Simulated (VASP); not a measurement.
A run of VASP 6.6.1 is set up as follows.

The input INCAR:

```
PREC = Accurate
ENCUT = 520
EDIFF = 1E-7
ISMEAR = -1
SIGMA = 0.1
LREAL = False
LASPH = True
NELM = 100
ALGO = Normal
ISIF = 2
LWAVE = False
LCHARG = False
GGA = PE
NBANDS = 16
```

Contents of KPOINTS:

```
Automatic mesh
0
Gamma
  7 7 3
```

File POSCAR:

```
LiB2C2
1.0
    2.7146442900      0.0000000000      0.0000000000
   -1.3573221400      2.3509509200      0.0000000000
    0.0000000000      0.0000000000      7.1180530000
Li B C
1 2 2
Direct
    0.0000000000      0.0000000000      0.5000000000
    0.3333333298      0.6666666695      0.7498129994
    0.6666666702      0.3333333305      0.2501870006
    0.3333333298      0.6666666695      0.3182190003
    0.6666666702      0.3333333305      0.7417809997
```

Potentials or basis: VASP PAW PBE potentials, release 64 (Li_sv, B, C).

Launch:

```sh
$ cat potpaw_PBE.64/Li_sv/POTCAR potpaw_PBE.64/B/POTCAR potpaw_PBE.64/C/POTCAR > POTCAR
$ mpirun -np 1 vasp_std > vasp.out
```

Task: What does it give for the band gap on the k mesh?

Result: None (metal or under the smearing width).

Task: What does it give for the largest force?

Result: 5.214 eV/Å.

Forces in eV/Å, atoms in the order of the input:
```
Li   0.000  0.000  0.597
B    0.000  0.000 -0.128
B    0.000  0.000  4.172
C    0.000  0.000 -5.214
C    0.000  0.000  0.573
```

Caveat: the k mesh is coarse (spacing up to 0.38 Å⁻¹), so the values aren't converged; forces of over 1 eV/Å show positions far from the minimum, so gaps and moduli don't describe the material at rest.
